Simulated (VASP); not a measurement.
Input:

```
CELL_PARAMETERS angstrom
      1.80540    -3.12704     0.00000
      1.80540     3.12704     0.00000
      0.00000     0.00000     5.66100
ATOMIC_POSITIONS crystal
  Tm 0.33333 0.66667 0.25000
  Tm 0.66667 0.33333 0.75000
```

The numbers are results of PBE GGA, VASP's PBE PAW potentials (set 64) (plane waves; VASP), not measurements. Run with 400 eV cut-off, 9×9×5 Γ-centred mesh, first-order Methfessel-Paxton smearing of 0.10 eV, potentials Tm_3.

The 4f electrons are frozen in the core of the lanthanide potential, so 4f levels, which can set the real gap, and their magnetism are missing.

Q: Give the stress tensor in GPa (positive for a compressed cell).

A: 
```
-1.95   0.00   0.00
 0.00  -1.95   0.00
 0.00   0.00  -2.42
```
The pressure is its mean diagonal, -2.11 GPa.

The compound is Tm in the hcp structure. The cell was not relaxed at this level.
